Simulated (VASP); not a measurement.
Method: PBE GGA, VASP's PBE PAW potentials (set 64) (plane waves; VASP 6.6.1).

The input files of a VASP run:

File KPOINTS:
```
Automatic mesh
0
Gamma
5 5 8
0 0 0
```

POSCAR:
```
TiO2
1
    4.6434708116     0.0000000000     0.0000000000
    0.0000000000     4.6434708116     0.0000000000
    0.0000000000     0.0000000000     2.9671977191
Ti O
2 4
Direct
  0.0000000000   0.0000000000   0.0000000000
  0.5000000000   0.5000000000   0.5000000000
  0.3049823748   0.3049823748   0.0000000000
  0.8049823748   0.1950176252   0.5000000000
  0.1950176252   0.8049823748   0.5000000000
  0.6950176252   0.6950176252   0.0000000000
```

**INCAR**
```
PSTRESS=50   # kbar
ALGO=Normal
SIGMA=0.05
PREC=Accurate
NSW=40
LREAL=F
ISMEAR=0   # Gaussian
EDIFFG=-0.02   # ionic stop
GGA=PE
LASPH=T   # aspherical one-centre terms
LCHARG=F
EDIFF=1E-6   # SCF stop (eV)
SYSTEM=TiO2
LWAVE=F
LMAXMIX=4   # l cut-off of mixed one-centre charges
ENCUT=620
IBRION=2   # conjugate gradients
NELM=100
ISIF=3
```

POTCAR, in this order: Ti_sv O (PBE.64 set). Program: vasp_std.

Energy and stress use the plane-wave basis of the starting cell.

Question: Predict the energy per atom (σ→0), volume per atom, band gap (on the k-mesh).

Answer: 
The energy per atom (σ→0) is -8.944 eV/atom. The band gap (on the k-mesh) is 1.84 eV and the volume per atom comes out as 10.42 Å³/atom.

### OSZICAR
```
...
DAV:   1    -0.536690652866E+02   -0.17476E-02   -0.77756E-01  1680   0.735E+00    0.458E-01
DAV:   2    -0.536675228143E+02    0.15425E-02   -0.26529E-02  2000   0.149E+00    0.277E-01
DAV:   3    -0.536661337184E+02    0.13891E-02   -0.40928E-03  2092   0.482E-01    0.101E-01
DAV:   4    -0.536660197427E+02    0.11398E-03   -0.10078E-03  2648   0.264E-01    0.564E-02
DAV:   5    -0.536660189315E+02    0.81123E-06   -0.14101E-04  2216   0.115E-01    0.274E-02
DAV:   6    -0.536660242354E+02   -0.53039E-05   -0.18813E-05  2500   0.353E-02    0.869E-03
DAV:   7    -0.536660243149E+02   -0.79554E-07   -0.31734E-06  1560   0.184E-02
   4 F= -.51714150E+02 E0= -.51714150E+02  d E =-.204859E-02
```

The compound is TiO2 in the rutile structure. This run relaxes it under an external pressure of 5 GPa. Symmetry was kept, so distortions that lower it aren't found.
